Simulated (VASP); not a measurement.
# Quasiparticle energies of GaP in VASP, part 4 of 4

Aim: the quasiparticle gap of GaP, and what it costs to get it. The cell is of the zinc-blende type, one of the forms listed for this formula. The start is a cell from a database of measured crystal structures.

VASP 6.6.1, plane waves and PAW; the level of theory is named at each step.

So far, quasiparticle gap on the mesh (eV): step 4 (G0W0, bands in the sums 40) 2.00; step 6 (G0W0, bands in the sums 64) 2.04; step 8 (G0W0, bands in the sums 80) 2.07; step 10 (G0W0, bands in the sums 104) 2.10; step 12 (G0W0, bands in the sums 136) 2.13.

### Step 14. G0W0, bands in the sums 176

This step: G0W0 on PBE; plane waves and PAW (Ga_d_GW, P_GW) (VASP 6.6.1).

The sums now run over 176 bands at the same response cutoff.

File INCAR:

```
SYSTEM = GaP
PREC = Accurate
ENCUT = 430
ISMEAR = 0
SIGMA = 0.01
LREAL = .FALSE.
GGA = PE
NBANDS = 176
ALGO = EVGW0
NELMGW = 1
ENCUTGW = 200
NOMEGA = 64
PRECFOCK = Fast
NBANDSGW = 24
LWAVE = .FALSE.
LCHARG = .FALSE.
```

File POSCAR:

```
GaP
1.0
    0.0000000000      2.7252500000      2.7252500000
    2.7252500000      0.0000000000      2.7252500000
    2.7252500000      2.7252500000      0.0000000000
Ga P
1 1
Direct
    0.0000000000      0.0000000000      0.0000000000
    0.7500000000      0.7500000000      0.7500000000
```

File KPOINTS:

```
Automatic mesh
0
Gamma
4 4 4
0 0 0
```

The projector-augmented-wave data sets are Ga_d_GW and P_GW (PBE family, release 64).

The run is started by

```bash
$ mpirun -np 8 vasp_std
```

The log of the run:

```text
[banner, memory and clock lines left out]
running    8 mpi-ranks, on    1 nodes
[...]
[... a notice as in an earlier step ...]

 [... a notice as in an earlier step ...]

 LDA part: xc-table for (Slater+PW92), standard interpolation
 found WAVECAR, reading the header
 POSCAR, INCAR and KPOINTS ok, starting setup
[...]
reading WAVECAR
 the WAVECAR file was read successfully
 initial charge from wavefunction
 available memory per node:     32.79 GB, setting MAXMEM to     33580

 The Fermi energy was updated, please check that it is located mid-gap
 values below the HOMO (VB) or above the LUMO (CB) will cause erroneous energies
 E-fermi :   5.2175

 calculate exact exchange contribution
 the WAVEDER file was read successfully
energies w=
    0.000    0.000    0.475    0.000    0.949    0.000    1.421    0.000
    1.889    0.000    2.354    0.000    2.814    0.000    3.268    0.000
    3.717    0.000    4.160    0.000    4.597    0.000    5.028    0.000
[...]
total number of BLAS operations        667.60 Gflops
NQ=   4    0.2500    0.2500    0.0000,
|.........|.........|.........|.........|.........|.........|.........|.........
 performed       1679000 updates of chi_q(r,r)
 total number of BLAS operations        932.00 Gflops
NQ=   5    0.5000    0.2500    0.0000,
|.........|.........|.........|.........|.........|.........|.........|.........
 performed       2361000 updates of chi_q(r,r)
 total number of BLAS operations       1284.18 Gflops
NQ=   6   -0.2500    0.2500    0.0000,
|.........|.........|.........|.........|.........|.........|.........|.........
 performed       2975000 updates of chi_q(r,r)
 total number of BLAS operations       1626.97 Gflops
NQ=   7    0.5000    0.5000    0.0000,
|.........|.........|.........|.........|.........|.........|.........|.........
 performed       3353000 updates of chi_q(r,r)
 total number of BLAS operations       1822.19 Gflops
NQ=   8   -0.2500    0.5000    0.2500,
|.........|.........|.........|.........|.........|.........|.........|.........
 performed       3832000 updates of chi_q(r,r)
 total number of BLAS operations       2089.61 Gflops
 resolving degeneracies of screened two electron integrals

 calculate QP shifts <psi_nk| G(iteration)W_0 |psi_nk>: iteration 1
 entering main loop
```

Elapsed: 32 s, on 8 MPI ranks of Intel Xeon 6975P-C (Granite Rapids), shared host; peak memory 2 GiB.

Parts of OUTCAR (step 14):

```text
 QP shifts <psi_nk| G(iteration)W_0 |psi_nk>: iteration 1
 for sc-GW calculations column KS-energies equals QP-energies in previous step
 and V_xc(KS)=  KS-energies - (<T + V_ion + V_H > + <T+V_H+V_ion>^1  + <V_x>^1)
 k-point   1 :       0.0000    0.0000    0.0000
  band No.  KS-energies  QP-energies   sigma(KS)   V_xc(KS)     V^pw_x(r,r')   Z            occupation Imag(sigma)
    ...
      6      -8.0963      -8.6495     -12.2179     -11.3620     -18.6678       0.6463       2.0000       0.9588
      7       4.4052       3.7880     -13.4242     -12.6166     -14.6171       0.7643       2.0000       0.0375
      8       4.4052       3.7880     -13.4242     -12.6166     -14.6171       0.7643       2.0000       0.0375
      9       4.4052       3.7880     -13.4242     -12.6166     -14.6171       0.7643       2.0000       0.0375
     10       6.2183       6.5028     -11.2572     -11.6281      -6.8650       0.7671       0.0000      -0.0456
     11       8.2588       8.4015     -10.2967     -10.4838      -5.8174       0.7627       0.0000      -0.0603
     12       8.2588       8.4015     -10.2967     -10.4838      -5.8174       0.7627       0.0000      -0.0603
     13       8.2588       8.4015     -10.2967     -10.4838      -5.8174       0.7627       0.0000      -0.0603
    ...

[... 1 part as in an earlier step ...]

[... 2 further parts left out ...]
[key lines of the parts left out:]
E-fermi :   5.2175
```

The gap is now 2.148 eV, +17 meV against the GW run before. The mesh misses a band edge: at the starting level the path gave a gap 0.05 eV smaller. Spin-orbit coupling is left out.

### Step 15. Empty bands

This step: PBE; plane waves and PAW (Ga_d_GW, P_GW) (VASP 6.6.1).

The empty bands are made again, for the run that follows.

File INCAR:

```
SYSTEM = GaP
PREC = Accurate
ENCUT = 430
ISMEAR = 0
SIGMA = 0.01
LREAL = .FALSE.
GGA = PE
NBANDS = 216
ALGO = Exact
NELM = 1
LWAVE = .TRUE.
LCHARG = .FALSE.
LOPTICS = .TRUE.
NEDOS = 1000
CSHIFT = 0.1
```

POSCAR is that of step 14.

KPOINTS is that of step 14.

The run is started by

```bash
$ mpirun -np 8 vasp_std
```

The log of the run:

```text
[banner, memory and clock lines left out]
running    8 mpi-ranks, on    1 nodes
[...]
[... a notice as in an earlier step ...]

 LDA part: xc-table for (Slater+PW92), standard interpolation
 found WAVECAR, reading the header
  number of bands has changed, file:    15 present:   216
  trying to continue reading WAVECAR, but it might fail
 POSCAR, INCAR and KPOINTS ok, starting setup
[...]
reading WAVECAR
 random initialization beyond band           15
 the WAVECAR file was read successfully
 initial charge from wavefunction
 entering main loop
       N       E                     dE             d eps       ncg     rms          rms(c)
DIA:   1    -0.895515124018E+01   -0.89552E+01    0.00000E+00     0   0.000E+00
   1 F= -.89551512E+01 E0= -.89551512E+01  d E =-.219217E-34
 writing wavefunctions
 optical routines
 imaginary and real dielectric function
 recalculating local potential from charge density
 direction            1
 direction            2
 direction            3
```

Wall time 3.6 s (8 MPI ranks); peak memory 1.1 GiB.

OUTCAR, selected parts (step 15):

```text
[... 5 parts as in an earlier step ...]

[... 2 further parts left out ...]
[key lines of the parts left out:]
E-fermi :   4.4898
```

WAVECAR now holds 216 bands for 18 electrons.

### Step 16. G0W0, bands in the sums 216

This step: G0W0 on PBE; plane waves and PAW (Ga_d_GW, P_GW) (VASP 6.6.1).

The sums now run over 216 bands at the same response cutoff.

File INCAR:

```
SYSTEM = GaP
PREC = Accurate
ENCUT = 430
ISMEAR = 0
SIGMA = 0.01
LREAL = .FALSE.
GGA = PE
NBANDS = 216
ALGO = EVGW0
NELMGW = 1
ENCUTGW = 200
NOMEGA = 64
PRECFOCK = Fast
NBANDSGW = 24
LWAVE = .FALSE.
LCHARG = .FALSE.
```

POSCAR is that of step 15.

KPOINTS is that of step 15.

The run is started by

```bash
$ mpirun -np 8 vasp_std
```

The log of the run:

```text
[banner, memory and clock lines left out]
running    8 mpi-ranks, on    1 nodes
[...]
[... a notice as in an earlier step ...]

 [... a notice as in an earlier step ...]

 LDA part: xc-table for (Slater+PW92), standard interpolation
 found WAVECAR, reading the header
 POSCAR, INCAR and KPOINTS ok, starting setup
[...]
reading WAVECAR
 the WAVECAR file was read successfully
 initial charge from wavefunction
 available memory per node:     33.79 GB, setting MAXMEM to     34597

 The Fermi energy was updated, please check that it is located mid-gap
 values below the HOMO (VB) or above the LUMO (CB) will cause erroneous energies
 E-fermi :   5.2175

 calculate exact exchange contribution
 the WAVEDER file was read successfully
energies w=
    0.000    0.000    0.470    0.000    0.939    0.000    1.406    0.000
    1.869    0.000    2.329    0.000    2.784    0.000    3.234    0.000
    3.678    0.000    4.116    0.000    4.548    0.000    4.974    0.000
[...]
total number of BLAS operations        823.28 Gflops
NQ=   4    0.2500    0.2500    0.0000,
|.........|.........|.........|.........|.........|.........|.........|.........
 performed       2071000 updates of chi_q(r,r)
 total number of BLAS operations       1149.02 Gflops
NQ=   5    0.5000    0.2500    0.0000,
|.........|.........|.........|.........|.........|.........|.........|.........
 performed       2910000 updates of chi_q(r,r)
 total number of BLAS operations       1582.47 Gflops
NQ=   6   -0.2500    0.2500    0.0000,
|.........|.........|.........|.........|.........|.........|.........|.........
 performed       3666000 updates of chi_q(r,r)
 total number of BLAS operations       2004.47 Gflops
NQ=   7    0.5000    0.5000    0.0000,
|.........|.........|.........|.........|.........|.........|.........|.........
 performed       4132000 updates of chi_q(r,r)
 total number of BLAS operations       2245.28 Gflops
NQ=   8   -0.2500    0.5000    0.2500,
|.........|.........|.........|.........|.........|.........|.........|.........
 performed       4722000 updates of chi_q(r,r)
 total number of BLAS operations       2574.79 Gflops
 resolving degeneracies of screened two electron integrals

 calculate QP shifts <psi_nk| G(iteration)W_0 |psi_nk>: iteration 1
 entering main loop
```

Run time: 27 s. Hardware: 8 MPI ranks; peak memory 2 GiB.

Parts of OUTCAR (step 16):

```text
 QP shifts <psi_nk| G(iteration)W_0 |psi_nk>: iteration 1
 for sc-GW calculations column KS-energies equals QP-energies in previous step
 and V_xc(KS)=  KS-energies - (<T + V_ion + V_H > + <T+V_H+V_ion>^1  + <V_x>^1)
 k-point   1 :       0.0000    0.0000    0.0000
  band No.  KS-energies  QP-energies   sigma(KS)   V_xc(KS)     V^pw_x(r,r')   Z            occupation Imag(sigma)
    ...
      6      -8.0963      -8.6706     -12.2547     -11.3620     -18.6678       0.6433       2.0000       0.9095
      7       4.4052       3.7589     -13.4608     -12.6166     -14.6171       0.7657       2.0000       0.0264
      8       4.4052       3.7589     -13.4608     -12.6166     -14.6171       0.7657       2.0000       0.0264
      9       4.4052       3.7589     -13.4608     -12.6166     -14.6171       0.7657       2.0000       0.0264
     10       6.2183       6.4661     -11.3049     -11.6281      -6.8650       0.7667       0.0000      -0.0641
     11       8.2588       8.3763     -10.3300     -10.4838      -5.8174       0.7635       0.0000      -0.0605
     12       8.2588       8.3763     -10.3300     -10.4838      -5.8174       0.7635       0.0000      -0.0605
     13       8.2588       8.3763     -10.3300     -10.4838      -5.8174       0.7635       0.0000      -0.0605
    ...

[... 1 part as in an earlier step ...]

[... 2 further parts left out ...]
[key lines of the parts left out:]
E-fermi :   5.2175
```

The gap is now 2.160 eV, +12 meV against the GW run before. The mesh misses a band edge: at the starting level the path gave a gap 0.05 eV smaller. Spin-orbit coupling is left out.

### Step 17. Empty bands

This step: PBE; plane waves and PAW (Ga_d_GW, P_GW) (VASP 6.6.1).

The empty bands are made again, for the run that follows.

File INCAR:

```
SYSTEM = GaP
PREC = Accurate
ENCUT = 430
ISMEAR = 0
SIGMA = 0.01
LREAL = .FALSE.
GGA = PE
NBANDS = 264
ALGO = Exact
NELM = 1
LWAVE = .TRUE.
LCHARG = .FALSE.
LOPTICS = .TRUE.
NEDOS = 1000
CSHIFT = 0.1
```

POSCAR is that of step 16.

KPOINTS is that of step 16.

The run is started by

```bash
$ mpirun -np 8 vasp_std
```

The log of the run:

```text
[banner, memory and clock lines left out]
running    8 mpi-ranks, on    1 nodes
[...]
[... a notice as in an earlier step ...]

 LDA part: xc-table for (Slater+PW92), standard interpolation
 found WAVECAR, reading the header
  number of bands has changed, file:    15 present:   264
  trying to continue reading WAVECAR, but it might fail
 POSCAR, INCAR and KPOINTS ok, starting setup
[...]
reading WAVECAR
 random initialization beyond band           15
 the WAVECAR file was read successfully
 initial charge from wavefunction
 entering main loop
       N       E                     dE             d eps       ncg     rms          rms(c)
DIA:   1    -0.895515124009E+01   -0.89552E+01    0.00000E+00     0   0.000E+00
   1 F= -.89551512E+01 E0= -.89551512E+01  d E =-.210305E-44
 writing wavefunctions
 optical routines
 imaginary and real dielectric function
 recalculating local potential from charge density
 direction            1
 direction            2
 direction            3
```

Wall time 2.6 s (8 MPI ranks); peak memory 1.1 GiB; 16 s of CPU time.

OUTCAR, selected parts (step 17):

```text
  Total        0.7265392      0.7265392      0.7265392     -0.0000000      0.0000000     -0.0000000
  in kB       28.7554789     28.7554789     28.7554789     -0.0000000      0.0000000     -0.0000000
  external PRESSURE =      28.7554789 kB  Pullay stress =       0.0000000 kB

[... 4 parts as in an earlier step ...]

[... 2 further parts left out ...]
[key lines of the parts left out:]
E-fermi :   4.5025
```

WAVECAR now holds 264 bands for 18 electrons.

### Step 18. G0W0, bands in the sums 264

This step: G0W0 on PBE; plane waves and PAW (Ga_d_GW, P_GW) (VASP 6.6.1).

The sums now run over 264 bands at the same response cutoff.

File INCAR:

```
SYSTEM = GaP
PREC = Accurate
ENCUT = 430
ISMEAR = 0
SIGMA = 0.01
LREAL = .FALSE.
GGA = PE
NBANDS = 264
ALGO = EVGW0
NELMGW = 1
ENCUTGW = 200
NOMEGA = 64
PRECFOCK = Fast
NBANDSGW = 24
LWAVE = .FALSE.
LCHARG = .FALSE.
```

POSCAR is that of step 17.

KPOINTS is that of step 17.

The run is started by

```bash
$ mpirun -np 8 vasp_std
```

The log of the run:

```text
[banner, memory and clock lines left out]
running    8 mpi-ranks, on    1 nodes
[...]
[... a notice as in an earlier step ...]

 [... a notice as in an earlier step ...]

 LDA part: xc-table for (Slater+PW92), standard interpolation
 found WAVECAR, reading the header
 POSCAR, INCAR and KPOINTS ok, starting setup
[...]
reading WAVECAR
 the WAVECAR file was read successfully
 initial charge from wavefunction
 available memory per node:     33.51 GB, setting MAXMEM to     34309

 The Fermi energy was updated, please check that it is located mid-gap
 values below the HOMO (VB) or above the LUMO (CB) will cause erroneous energies
 E-fermi :   5.2175

 calculate exact exchange contribution
 the WAVEDER file was read successfully
energies w=
    0.000    0.000    0.466    0.000    0.931    0.000    1.393    0.000
    1.853    0.000    2.308    0.000    2.759    0.000    3.205    0.000
    3.645    0.000    4.079    0.000    4.507    0.000    4.929    0.000
[...]
total number of BLAS operations       1010.09 Gflops
NQ=   4    0.2500    0.2500    0.0000,
|.........|.........|.........|.........|.........|.........|.........|.........
 performed       2541000 updates of chi_q(r,r)
 total number of BLAS operations       1409.45 Gflops
NQ=   5    0.5000    0.2500    0.0000,
|.........|.........|.........|.........|.........|.........|.........|.........
 performed       3569000 updates of chi_q(r,r)
 total number of BLAS operations       1940.41 Gflops
NQ=   6   -0.2500    0.2500    0.0000,
|.........|.........|.........|.........|.........|.........|.........|.........
 performed       4496000 updates of chi_q(r,r)
 total number of BLAS operations       2457.47 Gflops
NQ=   7    0.5000    0.5000    0.0000,
|.........|.........|.........|.........|.........|.........|.........|.........
 performed       5068000 updates of chi_q(r,r)
 total number of BLAS operations       2752.98 Gflops
NQ=   8   -0.2500    0.5000    0.2500,
|.........|.........|.........|.........|.........|.........|.........|.........
 performed       5792000 updates of chi_q(r,r)
 total number of BLAS operations       3157.00 Gflops
 resolving degeneracies of screened two electron integrals

 calculate QP shifts <psi_nk| G(iteration)W_0 |psi_nk>: iteration 1
 entering main loop
```

It took 31 s on 8 MPI ranks; peak memory 2.1 GiB; 4.1 min of CPU time.

From OUTCAR (step 18):

```text
 QP shifts <psi_nk| G(iteration)W_0 |psi_nk>: iteration 1
 for sc-GW calculations column KS-energies equals QP-energies in previous step
 and V_xc(KS)=  KS-energies - (<T + V_ion + V_H > + <T+V_H+V_ion>^1  + <V_x>^1)
 k-point   1 :       0.0000    0.0000    0.0000
  band No.  KS-energies  QP-energies   sigma(KS)   V_xc(KS)     V^pw_x(r,r')   Z            occupation Imag(sigma)
    ...
      6      -8.0963      -8.6796     -12.2713     -11.3620     -18.6678       0.6415       2.0000       0.9495
      7       4.4052       3.7383     -13.4887     -12.6166     -14.6171       0.7648       2.0000       0.0167
      8       4.4052       3.7383     -13.4887     -12.6166     -14.6171       0.7648       2.0000       0.0167
      9       4.4052       3.7383     -13.4887     -12.6166     -14.6171       0.7648       2.0000       0.0167
     10       6.2183       6.4429     -11.3360     -11.6281      -6.8650       0.7688       0.0000      -0.0527
     11       8.2588       8.3557     -10.3570     -10.4838      -5.8174       0.7639       0.0000      -0.0673
     12       8.2588       8.3557     -10.3570     -10.4838      -5.8174       0.7639       0.0000      -0.0673
     13       8.2588       8.3557     -10.3570     -10.4838      -5.8174       0.7639       0.0000      -0.0673
    ...

[... 1 part as in an earlier step ...]

[... 2 further parts left out ...]
[key lines of the parts left out:]
E-fermi :   5.2175
```

The gap is now 2.166 eV, +6 meV against the GW run before. The mesh misses a band edge: at the starting level the path gave a gap 0.05 eV smaller. Spin-orbit coupling is left out.

### Step 19. Summary

This step: GW series: G0W0 on PBE; plane waves and PAW (VASP 6.6.1).

This step runs nothing: it gathers the runs above.

G0W0 on a 4x4x4 mesh; cost is wall time times ranks on a shared host, with the step that makes the empty bands but not the self-consistent start. G0W0 series:

| bands in the sums | quasiparticle gap (eV) | direct quasiparticle gap (eV) | cost (core minutes) |
| --- | --- | --- | --- |
| 40 | 1.999 | 2.754 | 2.35 |
| 64 | 2.041 | 2.726 | 2.37 |
| 80 | 2.07 | 2.722 | 3.01 |
| 104 | 2.103 | 2.72 | 3.49 |
| 136 | 2.131 | 2.719 | 3.97 |
| 176 | 2.148 | 2.715 | 4.69 |
| 216 | 2.16 | 2.707 | 4.08 |
| 264 | 2.166 | 2.705 | 4.48 |

### Step 20. What came out

| Quantity | Value |
| --- | --- |
| G0W0 on PBE, 264 bands, ENCUTGW 200 eV, NOMEGA 64, mesh 4×4×4 | 1.625 → 2.166 eV |
| G0W0 on PBE, 40 bands, ENCUTGW 200 eV, NOMEGA 64, mesh 4×4×4 | 1.625 → 1.999 eV |

In words: G0W0 gives a quasiparticle gap of 2.166 eV on the mesh, 0.54 eV over the PBE gap on the same mesh. On mesh and path the starting valence top lies at Γ and the conduction bottom at (0.409, 0, 0.409), so the starting gap is indirect. The GW mesh misses an edge: at the starting level the gap along the path is 0.05 eV smaller, and with that offset the quasiparticle gap would be about 2.11 eV. The steps of the series move the gap by +42, +28, +33, +28, +17, +12, +6 meV; the last costs 1.1 times the one before. The last step lies within a tolerance of 30 meV, picked for this account, and the last two together move the gap by +18 meV. Response cutoff and mesh weren't varied, so the series can only reach this cutoff's value. In Ga_d_GW the d shell is in the valence without all the semicore s and p states of the same shell; those stay frozen in the core, and how far that moves the GW gap wasn't tested here. Spin-orbit coupling is left out; with Ga in the cell it can split or shift band edges, by an amount that depends on which atoms form them and isn't tested here. Not tabulated here, as repeats of values shown or as unfit to read for their mesh, reference level or band range: eps2 curves (empty bands); eps1 curves and static values (empty bands); gaps (empty bands).

[Lines on the potential files, build, host, timing and source positions are cut from VASP's logs without a mark.]

[Logs are printed without paths, hosts, clocks, repeated set-up lines and the standing remarks that a program may print on its own settings, such as how far it seeks lower states.]

[Hosts, paths, dates, database ids (printed as entryN), source tags and the programs' standing remarks are cut or masked in the printed files.]

[Pressures printed for these runs are not shown converged in the cutoff: they can be off by several GPa and have the wrong sign.]
